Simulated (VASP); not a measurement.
HfO2:

```
Hf O
1.0
     0.00000    2.53566    2.53566
     2.53566    0.00000    2.53566
     2.53566    2.53566    0.00000
Hf O
1 2
Cartesian
  0.0000 0.0000 0.0000
  1.2678 1.2678 1.2678
  3.8035 3.8035 3.8035
```

The cell was built by a generator and needn't be a form met in nature.

Base run:

```yaml
Program: VASP 6.6.1
Functional: PBE
Potentials_or_basis: VASP PAW PBE potentials, release 64 (Hf_pv, O)
Cutoff: 520 eV
k_mesh: 10 × 10 × 10
Occupations: gaussian, width 0.02 eV
Spin: non-collinear spin, zero start, spin-orbit coupling
Starting_moments: "[[0.0, 0.0, 0.0], [0.0, 0.0, 0.0], [0.0, 0.0, 0.0]] μB"
```

Its results: pressure 0.3 GPa.

Task: The run is repeated on the same cell with these changes: functional from PBE to r2SCAN; spin from non-collinear spin, zero start, spin-orbit coupling to no spin polarisation. What comes out?

Result: Pressure -5.9 GPa.

Several settings changed at once, so the effect can't be laid on one alone.

Caveats: the PAW data sets were made with another functional, which shifts forces and pressure a little (some runs).
